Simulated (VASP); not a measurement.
# Sc2GeO: structure and properties in VASP, part 2 of 4

Wanted: the relaxed cell of Sc2GeO and its properties. The cell is invented: it takes the structure of a Materials Project entry for Sc2CO (space group 166 there), with some of its atoms replaced by other elements, volume scaled by an estimate. It may not be a known or stable phase.

VASP 6.6.1, plane waves and PAW; the level of theory is named at each step.

So far. Step 3 (Relaxing cell and atoms (PBE + D3)): It ends with a largest force of 0.009 eV/Å and a pressure of -0.01 GPa. The relaxed cell has a = 3.223, c = 19.816 Å (conventional setting).

**4. Second relaxation**

Level of this step: PBE with D3; plane waves and PAW (Ge_d, Sc_sv, O); invented cell (VASP).

The basis stayed that of the start cell while the cell moved. A rerun from the cell reached resets it; the error of the finite cutoff stays.

INCAR reads:

```
SYSTEM = Sc2GeO
PREC = Accurate
ENCUT = 520
EDIFF = 1E-06
NELM = 100
ISMEAR = 0
SIGMA = 0.05
LREAL = .FALSE.
ALGO = Normal
GGA = PE
IVDW = 11
NBANDS = 27
LORBIT = 11
LWAVE = .FALSE.
LCHARG = .FALSE.
KPAR = 2
IBRION = 2
NSW = 60
ISIF = 3
EDIFFG = -0.01
```

POSCAR reads:

```
Sc2GeO
1.0
    1.6113715862      0.9303256492      6.6054151945
   -1.6113715862      0.9303256492      6.6054151945
    0.0000000000     -1.8606512985      6.6054151945
Ge Sc O
1 2 1
Direct
    0.5000000000      0.5000000000      0.5000000000
    0.2707362838      0.2707362838      0.2707362838
    0.7292637162      0.7292637162      0.7292637162
    0.0000000000      0.0000000000      0.0000000000
```

KPOINTS reads:

```
Automatic mesh
0
Gamma
8 8 8
0 0 0
```

Potentials, in the order of the species: Ge_d, Sc_sv and O (PBE family, release 64).

Launch:

```console
mpirun -np 2 vasp_std
```

Output:

```text
[... set-up lines as in an earlier step ...]
 entering main loop
       N       E                     dE             d eps       ncg     rms          rms(c)
DAV:   1     0.632355293892E+03    0.63236E+03   -0.20252E+04  3670   0.303E+03
DAV:   2     0.641031412835E+02   -0.56825E+03   -0.55906E+03  3998   0.814E+02
DAV:   3    -0.286269954985E+02   -0.92730E+02   -0.90780E+02  5575   0.267E+02
DAV:   4    -0.328368261299E+02   -0.42098E+01   -0.41802E+01  5206   0.567E+01
DAV:   5    -0.329358644029E+02   -0.99038E-01   -0.98284E-01  5852   0.937E+00    0.151E+01
DAV:   6    -0.291113809894E+02    0.38245E+01   -0.22216E+01  5770   0.418E+01    0.625E+00
DAV:   7    -0.289742560369E+02    0.13712E+00   -0.15248E+00  5192   0.121E+01    0.356E+00
DAV:   8    -0.289261191230E+02    0.48137E-01   -0.28643E-01  5356   0.477E+00    0.600E-01
DAV:   9    -0.289203970361E+02    0.57221E-02   -0.64845E-02  5464   0.187E+00    0.350E-01
DAV:  10    -0.289195929043E+02    0.80413E-03   -0.64505E-03  5217   0.691E-01    0.840E-02
DAV:  11    -0.289196563617E+02   -0.63457E-04   -0.32493E-04  5486   0.174E-01    0.382E-02
DAV:  12    -0.289196678318E+02   -0.11470E-04   -0.34345E-05  5414   0.757E-02    0.115E-02
DAV:  13    -0.289196652261E+02    0.26057E-05   -0.10066E-05  4812   0.306E-02    0.306E-03
DAV:  14    -0.289196653044E+02   -0.78368E-07   -0.71384E-07  2484   0.931E-03
   1 F= -.30067565E+02 E0= -.30065665E+02  d E =-.300676E+02
 curvature:   0.00 expect dE= 0.000E+00 dE for cont linesearch  0.000E+00
 trial: gam= 0.00000 g(F)=  0.100E-04 g(S)=  0.259E-04 ort = 0.000E+00 (trialstep = 0.100E+01)
 search vector abs. value=  0.359E-04
 bond charge predicted
       N       E                     dE             d eps       ncg     rms          rms(c)
DAV:   1    -0.289189340138E+02    0.73121E-03   -0.75098E-03  4984   0.154E+00    0.972E-02
DAV:   2    -0.289188199377E+02    0.11408E-03   -0.81612E-04  4937   0.343E-01    0.387E-02
DAV:   3    -0.289187901699E+02    0.29768E-04   -0.63150E-05  5884   0.888E-02    0.172E-02
DAV:   4    -0.289187853990E+02    0.47708E-05   -0.10664E-05  5451   0.365E-02    0.788E-03
DAV:   5    -0.289187853325E+02    0.66506E-07   -0.11051E-06  2540   0.136E-02
   2 F= -.30067585E+02 E0= -.30065683E+02  d E =-.198809E-04
 trial-energy change:   -0.000020  1 .order   -0.000017   -0.000036    0.000002
 step:   0.9376(harm=  0.9376)  dis= 0.00046  next Energy=   -30.067582 (dE=-0.168E-04)
 bond charge predicted
       N       E                     dE             d eps       ncg     rms          rms(c)
DAV:   1    -0.289188420328E+02   -0.56634E-04   -0.30722E-05  5392   0.944E-02    0.708E-03
DAV:   2    -0.289188416019E+02    0.43089E-06   -0.30368E-06  3350   0.205E-02
   3 F= -.30067585E+02 E0= -.30065683E+02  d E =-.199948E-04
 curvature:  -0.47 expect dE=-0.121E-04 dE for cont linesearch -0.956E-07
 trial: gam= 0.79153 g(F)=  0.309E-05 g(S)=  0.226E-04 ort =-0.271E-05 (trialstep = 0.807E+00)
 search vector abs. value=  0.440E-04
 reached required accuracy - stopping structural energy minimisation
```

Elapsed: 6.2 min, on 2 MPI ranks of AMD EPYC 7R43, shared host; peak memory 0.86 GiB; 12 min of CPU time.

From OUTCAR (step 4):

```text
  LATTYP: Found a trigonal (rhomboedric) cell.
 ALAT       =     6.8624728848
 COS(alpha) =     0.8897293041

The static configuration has the point symmetry D_3d.

 Found     65 irreducible k-points:

   ENCUT  =  520.0 eV  38.22 Ry    6.18 a.u.  12.76 12.76 12.76*2*pi/ulx,y,z

   NELECT =      42.0000    total number of electrons

 Edisp (eV)   -1.14880

 E-fermi :   7.1275

 k-point     1 :       0.0000    0.0000    0.0000
  band No.  band energies     occupation
    ...
     16      -0.3871      2.00000
     17       0.9858      2.00000
     18       0.9858      2.00000
     19       4.2128      2.00000
     20       6.5736      2.00000
     21       7.9711      0.00000
     22       7.9711      0.00000
     23       8.2675      0.00000
     24       8.8157      0.00000
     25       9.0047      0.00000
    ...

 k-point     2 :       0.1250   -0.0000    0.0000
  band No.  band energies     occupation
    ...
     16      -0.1744      2.00000
     17       0.7821      2.00000
     18       0.9762      2.00000
     19       4.1287      2.00000
     20       6.8409      2.00000
     21       7.2875      0.00001
     22       8.0481      0.00000
     23       8.1171      0.00000
     24       8.5637      0.00000
     25       8.8032      0.00000
    ...

 Edisp (eV)   -1.14874

  Total       0.01720     0.01720     0.03586     0.00000    -0.00000     0.00000
  in kB       0.46401     0.46401     0.96753     0.00000    -0.00000     0.00000
  external pressure =        0.63 kB  Pullay stress =        0.00 kB

  energy-cutoff  :      520.00
  volume of cell :       59.38
      direct lattice vectors                 reciprocal lattice vectors
     1.610792628  0.929991388  6.606262058     0.310406188  0.179213129  0.050457177
    -1.610792628  0.929991388  6.606262058    -0.310406188  0.179213129  0.050457177
     0.000000000 -1.859982776  6.606262058     0.000000000 -0.358426258  0.050457177

 POSITION                                       TOTAL-FORCE (eV/Angst)
 -----------------------------------------------------------------------------------
      0.00000     -0.00000      9.90939         0.000000     -0.000000     -0.000000
      0.00000     -0.00000      5.36520        -0.000000      0.000000     -0.005663
      0.00000     -0.00000     14.45358        -0.000000     -0.000000      0.005663
      0.00000     -0.00000      0.00000         0.000000     -0.000000      0.000000
 -----------------------------------------------------------------------------------
    total drift:                               -0.000000     -0.000000      0.000000

  FREE ENERGIE OF THE ION-ELECTRON SYSTEM (eV)
  ---------------------------------------------------
  free  energy   TOTEN  =       -30.0675847927 eV

  energy  without entropy=      -30.0637814840  energy(sigma->0) =      -30.06568314

 total charge
# of ion       s       p       d       tot
------------------------------------------
    1        1.172   1.223  10.004  12.399
    2        2.184   6.169   1.237   9.589
    3        2.184   6.169   1.237   9.589
    4        1.556   3.464   0.000   5.020
--------------------------------------------------
tot          7.095  17.025  12.478  36.598

[... 4 parts as in an earlier step ...]

[... 7 further parts left out ...]
```

CONTCAR:

```
Sc2GeO
   1.00000000000000
     1.6107926283268292    0.9299913878991336    6.6062620580170996
    -1.6107926283268292    0.9299913878991336    6.6062620580170996
     0.0000000000000000   -1.8599827758982441    6.6062620580171014
  Ge              Sc              O
     1     2     1
Direct
     0.5000000000000000    0.5000000000000000    0.5000000000000000
     0.2707130116647557    0.2707130116647557    0.2707130116647557
     0.7292869883352443    0.7292869883352443    0.7292869883352443
     0.0000000000000000    0.0000000000000000    0.0000000000000000
```

Little changed from the start: no atom moved by 0.005 Å and no cell edge by 0.1 %.

This step gave:

```
Fermi energy                    : 7.128 eV
pressure                        : 0.06319 GPa
SCF cycles over all ionic steps : 21
```

It ends with a largest force of 0.006 eV/Å and a pressure of 0.06 GPa. The volume moved by only 0.06 %, so the volume is settled.

**5. Density, ELF and potential (PBE + D3)**

A single point on the relaxed cell gives a clean self-consistent state, with density, ELF and potential written out.

INCAR, as its differences from that of step 4:

```diff
@@ -14,7 +14,5 @@
 LWAVE = .FALSE.
-LCHARG = .FALSE.
-KPAR = 2
-IBRION = 2
-NSW = 60
-ISIF = 3
-EDIFFG = -0.01
+LCHARG = .TRUE.
+ISIF = 2
+LELF = .TRUE.
+LVHAR = .TRUE.
```

POSCAR reads:

```
Sc2GeO
1.0
    1.6107926283      0.9299913879      6.6062620580
   -1.6107926283      0.9299913879      6.6062620580
    0.0000000000     -1.8599827759      6.6062620580
Ge Sc O
1 2 1
Direct
    0.5000000000      0.5000000000      0.5000000000
    0.2707130117      0.2707130117      0.2707130117
    0.7292869883      0.7292869883      0.7292869883
    0.0000000000      0.0000000000      0.0000000000
```

KPOINTS is that of step 4.

Launch:

```console
mpirun -np 2 vasp_std
```

Output:

```text
[banner, memory and clock lines left out]
running    2 mpi-ranks, on    1 nodes
 distrk:  each k-point on    2 cores,    1 groups
 distr:  one band on    1 cores,    2 groups

 POSCAR found type information on POSCAR GeScO
 POSCAR found :  3 types and       4 ions
 LDA part: xc-table for (Slater+PW92), standard interpolation
|                                                                             |
|           W    W    AA    RRRRR   N    N  II  N    N   GGGG   !!!           |
|           W    W   A  A   R    R  NN   N  II  NN   N  G    G  !!!           |
|           W    W  A    A  R    R  N N  N  II  N N  N  G       !!!           |
|           W WW W  AAAAAA  RRRRR   N  N N  II  N  N N  G  GGG   !            |
|           WW  WW  A    A  R   R   N   NN  II  N   NN  G    G                |
|           W    W  A    A  R    R  N    N  II  N    N   GGGG   !!!           |
|                                                                             |
|     The number of bands has been changed from the values supplied in        |
|     The orbitals not found in the WAVECAR file will be initialized with     |
|     random numbers, which is usually adequate. For correlated               |
|     calculations, however, you should redo the groundstate calculation.     |
|     I found NBANDS = 27. Now, NBANDS = 28.                                  |
|                                                                             |

 POSCAR, INCAR and KPOINTS ok, starting setup
 FFT: planning ... GRIDC
 FFT: planning ... GRID_SOFT
 FFT: planning ... GRID
 WAVECAR not read
 entering main loop
       N       E                     dE             d eps       ncg     rms          rms(c)
DAV:   1     0.624538175722E+03    0.62454E+03   -0.19938E+04  3816   0.293E+03
DAV:   2     0.614262268338E+02   -0.56311E+03   -0.55247E+03  4000   0.801E+02
DAV:   3    -0.288289637087E+02   -0.90255E+02   -0.88089E+02  5692   0.255E+02
DAV:   4    -0.328458837278E+02   -0.40169E+01   -0.39900E+01  5476   0.547E+01
DAV:   5    -0.329335662565E+02   -0.87683E-01   -0.87423E-01  6008   0.888E+00    0.151E+01
DAV:   6    -0.291096348233E+02    0.38239E+01   -0.20656E+01  5992   0.404E+01    0.622E+00
DAV:   7    -0.289746747067E+02    0.13496E+00   -0.14599E+00  5380   0.115E+01    0.358E+00
DAV:   8    -0.289256330896E+02    0.49042E-01   -0.29724E-01  5572   0.476E+00    0.634E-01
DAV:   9    -0.289193873024E+02    0.62458E-02   -0.59944E-02  5672   0.185E+00    0.337E-01
DAV:  10    -0.289187470955E+02    0.64021E-03   -0.53195E-03  5380   0.672E-01    0.846E-02
DAV:  11    -0.289188082346E+02   -0.61139E-04   -0.30386E-04  5688   0.168E-01    0.372E-02
DAV:  12    -0.289188190067E+02   -0.10772E-04   -0.29305E-05  5696   0.718E-02    0.110E-02
DAV:  13    -0.289188166622E+02    0.23445E-05   -0.67320E-06  4968   0.265E-02    0.281E-03
DAV:  14    -0.289188167613E+02   -0.99157E-07   -0.59131E-07  2620   0.842E-03
   1 F= -.30067560E+02 E0= -.30065659E+02  d E =-.380263E-02
```

It took 4.2 min on 2 MPI ranks; peak memory 0.59 GiB; 8.4 min of CPU time.

From OUTCAR (step 5):

```text
  LATTYP: Found a trigonal (rhomboedric) cell.
 ALAT       =     6.8631068221
 COS(alpha) =     0.8898288849

The static configuration has the point symmetry D_3d.

 Found     65 irreducible k-points:

   k-points           NKPTS =     65   k-points in BZ     NKDIM =     65   number of bands    NBANDS=     28

   NELECT =      42.0000    total number of electrons

 E-fermi :   7.1276

 k-point     1 :       0.0000    0.0000    0.0000
  band No.  band energies     occupation
    ...
     16      -0.3871      2.00000
     17       0.9860      2.00000
     18       0.9860      2.00000
     19       4.2129      2.00000
     20       6.5736      2.00000
     21       7.9712      0.00000
     22       7.9712      0.00000
     23       8.2677      0.00000
     24       8.8157      0.00000
     25       9.0049      0.00000
    ...

 k-point     2 :       0.1250    0.0000    0.0000
  band No.  band energies     occupation
    ...
     16      -0.1743      2.00000
     17       0.7822      2.00000
     18       0.9763      2.00000
     19       4.1289      2.00000
     20       6.8410      2.00000
     21       7.2877      0.00001
     22       8.0482      0.00000
     23       8.1173      0.00000
     24       8.5638      0.00000
     25       8.8034      0.00000
    ...

 Edisp (eV)   -1.14874

  Total      -0.00330    -0.00330     0.02296     0.00000    -0.00000     0.00000
  in kB      -0.08894    -0.08894     0.61954     0.00000    -0.00000     0.00000
  external pressure =        0.15 kB  Pullay stress =        0.00 kB

 POSITION                                       TOTAL-FORCE (eV/Angst)
 -----------------------------------------------------------------------------------
      0.00000     -0.00000      9.90939         0.000000     -0.000000      0.000000
      0.00000     -0.00000      5.36520         0.000000      0.000000     -0.005661
      0.00000     -0.00000     14.45358         0.000000     -0.000000      0.005661
      0.00000      0.00000      0.00000         0.000000      0.000000      0.000000
 -----------------------------------------------------------------------------------
    total drift:                               -0.000000     -0.000000      0.000000

  FREE ENERGIE OF THE ION-ELECTRON SYSTEM (eV)
  ---------------------------------------------------
  free  energy   TOTEN  =       -30.0675599522 eV

  energy  without entropy=      -30.0637573250  energy(sigma->0) =      -30.06565864

[... 6 parts as in an earlier step ...]

[... 6 further parts left out ...]
```

Numbers from this step:

```yaml
scf_cycles: 14
bands: 28
pressure: 0.01472 GPa
```

Valence electrons inside each PAW sphere by angular momentum. Sphere charges, by row:

| atom | s (e) | p (e) | d (e) | tot (e) |
| --- | --- | --- | --- | --- |
| Ge1 | 1.172 | 1.223 | 10 | 12.4 |
| Sc2 | 2.184 | 6.169 | 1.237 | 9.589 |
| Sc3 | 2.184 | 6.169 | 1.237 | 9.589 |
| O4 | 1.556 | 3.464 | 0 | 5.02 |

ELF in the ac plane of the cell as run, not the conventional one, at fractional y = 0.000, with atoms of O within 0.2 Å of it. It is the smooth field of the valence electrons, not physical close to the nuclei.

Values, 10 rows by 16 columns, each cell a mean:
```
0.64 0.66 0.77 0.43 0.10 0.08 0.15 0.26 0.33 0.34 0.32 0.26 0.18 0.15 0.38 0.70
0.47 0.73 0.81 0.79 0.42 0.09 0.13 0.14 0.18 0.31 0.37 0.35 0.32 0.26 0.17 0.19
0.09 0.13 0.35 0.58 0.65 0.31 0.14 0.34 0.34 0.19 0.23 0.36 0.38 0.34 0.29 0.19
0.20 0.09 0.09 0.13 0.18 0.25 0.15 0.14 0.42 0.53 0.33 0.18 0.29 0.37 0.35 0.31
0.33 0.26 0.13 0.20 0.37 0.28 0.13 0.08 0.09 0.28 0.50 0.42 0.18 0.20 0.32 0.34
0.33 0.35 0.32 0.19 0.22 0.48 0.51 0.26 0.08 0.09 0.13 0.24 0.27 0.14 0.14 0.27
0.23 0.32 0.36 0.37 0.28 0.18 0.35 0.51 0.35 0.12 0.25 0.35 0.23 0.12 0.07 0.10
0.12 0.21 0.30 0.35 0.38 0.35 0.22 0.18 0.30 0.24 0.12 0.48 0.74 0.65 0.41 0.16
0.47 0.20 0.18 0.26 0.32 0.35 0.36 0.30 0.17 0.11 0.09 0.13 0.56 0.81 0.77 0.73
0.64 0.69 0.33 0.13 0.17 0.26 0.32 0.34 0.33 0.26 0.16 0.09 0.15 0.53 0.76 0.57
```
Columns run along a (6.9 Å), rows up along c (6.9 Å). Atoms in or near the plane, at fractional coordinates: O at (0.00, 0.00).

Electrostatic potential energy in the ac plane of the cell as run, not the conventional one, at fractional y = 0.000, with atoms of O within 0.2 Å of it. With pseudopotentials it is smooth inside the atoms' cores, unlike the true potential.

Ten even steps from '_' (-46 eV) to '@' (2 eV), each cell a mean:
```
____==%%@@@@@@@@@@@@@@@@@@@@@@@@@@@@==
==____++@@%%%%%%@@@@@@@@@@@@@@@@@@@@@@
@@**::--%%%%%%%%%%%%@@@@@@@@@@@@@@@@@@
@@@@%%##%%%%%%######%%@@@@@@@@@@@@@@@@
@@@@%%%%%%@@@@%%****##%%@@@@@@@@@@@@@@
@@@@%%%%%%@@@@%%##**++**%%@@@@@@@@@@@@
@@@@%%####%%@@@@%%##**++**%%@@@@@@@@@@
@@@@%%########%%@@%%##**++**%%@@@@@@@@
@@@@@@%%##****##%%%%%%##******%%@@@@@@
@@@@@@@@%%**++**##%%@@%%##****##%%@@@@
@@@@@@@@@@%%**++++##%%@@%%%%####%%@@@@
@@@@@@@@@@@@%%**++**##%%@@@@%%%%%%%%@@
@@@@@@@@@@@@@@%%******##%%@@@@%%%%%%@@
@@@@@@@@@@@@@@@@%%##**##%%@@%%%%%%@@@@
@@@@@@@@@@@@@@@@@@%%%%##%%%%%%**==##@@
@@@@@@@@@@@@@@@@@@@@@@%%%%%%@@##..__++
==%%@@@@@@@@@@@@@@@@@@@@@@%%@@@@++____
__--%%@@@@@@@@@@@@@@@@@@@@@@@@@@@@==__
```
Columns run along a (6.9 Å; values clipped at the 3rd and 97th percentile), rows up along c (6.9 Å). Atoms in or near the plane, at fractional coordinates: O at (0.00, 0.00).

Valence density in the ac plane of the cell as run, not the conventional one, at fractional y = 0.000, with atoms of O within 0.2 Å of it. It is the smooth field of the valence electrons, not physical close to the nuclei.

Ten steps, logarithmic in the rise over the least value, from '_' (0.1 e/Å³) to '@' (6.9 e/Å³), each cell a mean:
```
@@@@##==..______........________..==##
##@@@@**==................________..==
==**%%##++--::::::..........________..
..--++****==::------::........________
__..::======--::==++==::........______
____..::------::--++++++--..........__
____..::--::::....--++**++--..........
......::--==::......--++**==::........
......::--++++--..__..--++++==::......
........::==**++--..__..--====--......
..........::++**++--......::----::..__
__..........::++**++--::::::::::::..__
______........::==++==--::--==--::..__
________........::--==--::--++++==--..
..________..........::--::::++**##**--
==..________................--**%%%%##
##==..________........______..==##@@@@
@@%%==..______..........______..==##@@
```
Columns run along a (6.9 Å), rows up along c (6.9 Å). Atoms in or near the plane, at fractional coordinates: O at (0.00, 0.00).

In this run the pressure is 0.01 GPa, small enough to go on; single stress components reach 0.06 GPa.

[end of part 2 of 4]

[Lines on the potential files, build, host, timing and source positions are cut from VASP's logs without a mark.]

[Logs are printed without paths, hosts, clocks, repeated set-up lines and the standing remarks that a program may print on its own settings, such as how far it seeks lower states.]

[Hosts, paths, dates, database ids (printed as entryN), source tags and the programs' standing remarks are cut or masked in the printed files.]

[A measured line is paired with the nearest computed mode of its activity, which favours agreement.]

[In band tables of VASP the shares of atoms and orbitals are scaled to a sum of 1 inside the atoms' spheres.]
